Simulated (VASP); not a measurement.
An input for Ansatz (written as the equivalent of a VASP run, and not itself run):

Ansatz 0.2 input:
```yaml
crystal:
  lattice:
    - [0.0000000, 2.6904192, 2.6904192]
    - [2.6904192, 0.0000000, 2.6904192]
    - [2.6904192, 2.6904192, 0.0000000]
  atoms:
    - { symbol: Ca, position: [0.0000000, 1.0000000, 0.0000000] }
kpoints:
  mp_grid: { grid: [12, 12, 12] }
hamiltonian:
  xc: pbe
  dispersion: d3bj
  pseudopotentials: { kind: paw }
scf:
  occupations: { method: methfessel_paxton, width: 0.1 }
  max_iter: 100
output: { forces: true, stress: true, eigenvalues: true }
```

Q: Translate this input to VASP (INCAR, KPOINTS, POSCAR, choice of POTCAR).

A: Several could match; the one computed here: 
File KPOINTS:
```
K-points
0
gamma
  12 12 12
```

**INCAR**
```
IVDW = 12
ALGO = Normal   # blocked Davidson
LREAL = .False.   # projection in real space or not
LWAVE = .False.
SYSTEM = Ca
ENCUT = 520   # plane-wave cut-off (eV)
PREC = Accurate
EDIFF = 1E-7   # SCF stop (eV)
ISIF = 2
LCHARG = .False.
SIGMA = 0.1
GGA = PE
NELM = 100
ISMEAR = 1   # Methfessel-Paxton
LASPH = .True.   # aspherical one-centre terms
```

**POSCAR**
```
Ca
1
    0.0000000000     2.6904191904     2.6904191904
    2.6904191904     0.0000000000     2.6904191904
    2.6904191904     2.6904191904     0.0000000000
Ca
1
Direct
  0.0000000000   1.0000000000   0.0000000000
```

POTCAR, in this order: Ca_sv (PBE.64 set). Program: vasp_std.

What does not carry over: each code has its own PAW files, so the cut-off isn't converted (ENCUT is set for VASP's; basis.ecutwfc is left out, and Ansatz then takes the one that its files recommend); Ansatz stops its SCF on the density residual and VASP on the energy change (EDIFF).

The compound is Ca in the fcc structure. This cell is one point of a volume scan, at 0.97 of the reference volume.
